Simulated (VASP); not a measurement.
VASP input:

### KPOINTS
```
Automatic mesh
0
Gamma
12 12 6
0 0 0
```

### POSCAR
```
Zn
1
    1.3300000000    -2.3036280000     0.0000000000
    1.3300000000     2.3036280000     0.0000000000
    0.0000000000     0.0000000000     4.9500000000
Zn
2
Direct
  0.3333330000   0.6666670000   0.2500000000
  0.6666670000   0.3333330000   0.7500000000
```

### INCAR
```
SYSTEM = Zn
PREC = Accurate
ENCUT = 400
EDIFF = 1E-6
NELM = 100
ALGO = Normal
LREAL = .FALSE.
LASPH = .TRUE.
ISMEAR = 1
SIGMA = 0.1
GGA = PE
LMAXMIX = 4
LWAVE = .FALSE.
LCHARG = .FALSE.
ISIF = 2
NBANDS = 11
```

POTCAR, in this order: Zn (PBE.64 set). Program: vasp_std.

What VASP printed:

**standard output**
```
 POSCAR found type information on POSCAR Zn
 POSCAR found :  1 types and       2 ions
 Reading from existing POTCAR
 Reading from existing POTCAR
 LDA part: xc-table for (Slater+PW92), standard interpolation

 -----------------------------------------------------------------------------
|                                                                             |
|     EEEEEEE  RRRRRR   RRRRRR   OOOOOOO  RRRRRR      ###     ###     ###     |
|     E        R     R  R     R  O     O  R     R     ###     ###     ###     |
|     E        R     R  R     R  O     O  R     R     ###     ###     ###     |
|     EEEEE    RRRRRR   RRRRRR   O     O  RRRRRR       #       #       #      |
|     E        R   R    R   R    O     O  R   R                               |
|     E        R    R   R    R   O     O  R    R      ###     ###     ###     |
|     EEEEEEE  R     R  R     R  OOOOOOO  R     R     ###     ###     ###     |
|                                                                             |
|     The number of bands is not sufficient to hold all electrons. I am       |
|     sorry, but this calculation does not make sense. If you want to         |
|     calculate only selected states, you need to set either EFERMI or        |
|     EREF. EREF specifies around which energy states are supposed to be      |
|     calculated.                                                             |
|     I found NBANDS = 11, NELECT = 24.                                       |
|                                                                             |
|       ---->  I REFUSE TO CONTINUE WITH THIS SICK JOB ... BYE!!! <----       |
|                                                                             |
 -----------------------------------------------------------------------------
```

Q: Read the log: what went wrong, and how is it fixed?

A: The cause: NBANDS is too small to hold all electrons. VASP stops with an error: The number of bands is not sufficient to hold all electrons. I am sorry, but this calculation does not make sense. If you want to calculate only selected states, you need to set either EFERMI or EREF. EREF specifies around which energy states are supposed to be calculated. I found NBANDS = 11, NELECT = 24. ----> I REFUSE TO CONTINUE WITH THIS SICK JOB ... BYE!!! <---- To mend it, remove NBANDS.

The mended run (PBE GGA, plane waves, VASP's PBE PAW potentials (set 64)) converges, and its OSZICAR ends with
```
   1 F= -.21984579E+01 E0= -.21986298E+01  d E =0.515889E-03
```

The compound is Zn in the hcp structure. The cell was not relaxed at this level.
